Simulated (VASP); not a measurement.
Input:

```yaml
crystal:
  lattice:
    - [-3.18472, 5.44789, 2.96506]
    - [3.18472, -5.44789, 2.96506]
    - [3.18472, 5.44789, -2.96506]
  atoms:
    - { symbol: Se, position: [0.88685, 0.80217, 0.68902] }
    - { symbol: Se, position: [0.38685, 0.69783, 0.08467] }
    - { symbol: Se, position: [0.61315, 0.30217, 0.91533] }
    - { symbol: Se, position: [0.11315, 0.19783, 0.31098] }
    - { symbol: Si, position: [0.75000, 0.75000, 0.00000] }
    - { symbol: Si, position: [0.25000, 0.25000, 0.00000] }
```

Computed with PBE GGA, VASP's PBE PAW potentials (set 64) (plane waves; VASP). Settings: 400 eV cut-off, 5×5×5 Γ-centred mesh, Gaussian smearing of 0.050 eV, potentials Se Si.

Without a dispersion term in the relaxation, distances and binding between the weakly bound layers, chains or molecules are unreliable, and so is what depends on them.

Question: What does the run give for the energy per atom (σ→0)?

Answer: 
```
Property                       Result
---------------------  --------------
energy per atom (σ→0)  -4.599 eV/atom
```

The structure was generated: SiSe2 was put into the SiS2 type (Ibam), which need not be its known phase. It was relaxed first, which changed the volume by +14 %.
